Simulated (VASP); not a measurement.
These are PBE GGA, VASP's PBE PAW potentials (set 64) (plane waves; VASP) values and carry that method's errors.

The input files of a VASP run:

**POSCAR**
```
Ni
1
    0.0000000000     1.7952000000     1.7952000000
    1.7952000000     0.0000000000     1.7952000000
    1.7952000000     1.7952000000     0.0000000000
Ni
1
Direct
  0.0000000000   0.0000000000   0.0000000000
```

**INCAR**
```
SYSTEM = Ni
PREC = Accurate; ENCUT = 400; LREAL = .FALSE.
LASPH = .TRUE.; KSPACING = 0.25; KGAMMA = .TRUE.
EDIFF = 1E-6; NELM = 100; ALGO = Normal
LMAXMIX = 4
ISMEAR = 1; SIGMA = 0.1
GGA = PE
ISPIN = 2; MAGMOM = 0.8
ISIF = 2
LWAVE = .FALSE.; LCHARG = .FALSE.; LORBIT = 10
```

POTCAR, in this order: Ni (PBE.64 set). Program: vasp_std.

Output of the run:

**OSZICAR**
```
       N       E                     dE             d eps       ncg     rms          rms(c)
DAV:   1     0.181188436860E+02    0.18119E+02   -0.41029E+03  3144   0.116E+03
DAV:   2    -0.616300444032E+01   -0.24282E+02   -0.23130E+02  3065   0.147E+02
DAV:   3    -0.646449994859E+01   -0.30150E+00   -0.30117E+00  3567   0.214E+01
DAV:   4    -0.646743106146E+01   -0.29311E-02   -0.29308E-02  3469   0.187E+00
DAV:   5    -0.646750484678E+01   -0.73785E-04   -0.73784E-04  3567   0.252E-01    0.937E+00
DAV:   6    -0.586924396540E+01    0.59826E+00   -0.18493E+01  3165   0.685E+01    0.654E+00
DAV:   7    -0.546653966166E+01    0.40270E+00   -0.34216E+00  3181   0.275E+01    0.175E+00
DAV:   8    -0.545327387825E+01    0.13266E-01   -0.18239E-02  4253   0.156E+00    0.910E-01
DAV:   9    -0.545077772192E+01    0.24962E-02   -0.21161E-03  4378   0.464E-01    0.237E-01
DAV:  10    -0.545024443172E+01    0.53329E-03   -0.69248E-04  3944   0.220E-01    0.326E-02
DAV:  11    -0.545024542119E+01   -0.98947E-06   -0.19436E-05  3855   0.521E-02    0.345E-02
DAV:  12    -0.545024636689E+01   -0.94570E-06   -0.11853E-06  1715   0.113E-02
   1 F= -.54502464E+01 E0= -.54502860E+01  d E =0.119024E-03  mag=     0.6314
```

### OUTCAR
```
------------------------ aborting loop because EDIFF is reached ----------------------------------------
  FORCE on cell =-STRESS in cart. coord.  units (eV):
  Direction    XX          YY          ZZ          XY          YZ          ZX
  --------------------------------------------------------------------------------------
  Total       -0.7926813     -0.7926813     -0.7926813      0.0000000     -0.0000000     -0.0000000
  in kB     -109.7591299   -109.7591299   -109.7591299      0.0000000     -0.0000000     -0.0000000
  external PRESSURE =    -109.7591299 kB  Pullay stress =       0.0000000 kB
  volume of cell :       11.57
      direct lattice vectors                 reciprocal lattice vectors
     0.000000000  1.795200000  1.795200000    -0.278520499  0.278520499  0.278520499
     1.795200000  0.000000000  1.795200000     0.278520499 -0.278520499  0.278520499
     1.795200000  1.795200000  0.000000000     0.278520499  0.278520499 -0.278520499
 POSITION                                       TOTAL-FORCE (eV/Angst)
 -----------------------------------------------------------------------------------
      0.00000      0.00000      0.00000         0.000000     -0.000000      0.000000
 -----------------------------------------------------------------------------------
    total drift:                                0.000000     -0.000000      0.000000
  FREE ENERGIE OF THE ION-ELECTRON SYSTEM (eV)
  ---------------------------------------------------
  free  energy   TOTEN  =        -5.4502463669 eV

  energy  without entropy=       -5.4503653911  energy(sigma->0) =       -5.45028604

 total charge

# of ion       s       p       d       tot
------------------------------------------
    1        0.472   0.446   8.287   9.205

 magnetization (x)

# of ion       s       p       d       tot
------------------------------------------
    1       -0.006  -0.024   0.679   0.649
```
(Selected blocks of OUTCAR.)

The compound is Ni in the fcc structure. The cell was not relaxed at this level. The run is one of a series of settings (KGAMMA = .TRUE., KSPACING = 0.25, KPOINTS file removed against the base run), some of them coarse on purpose.
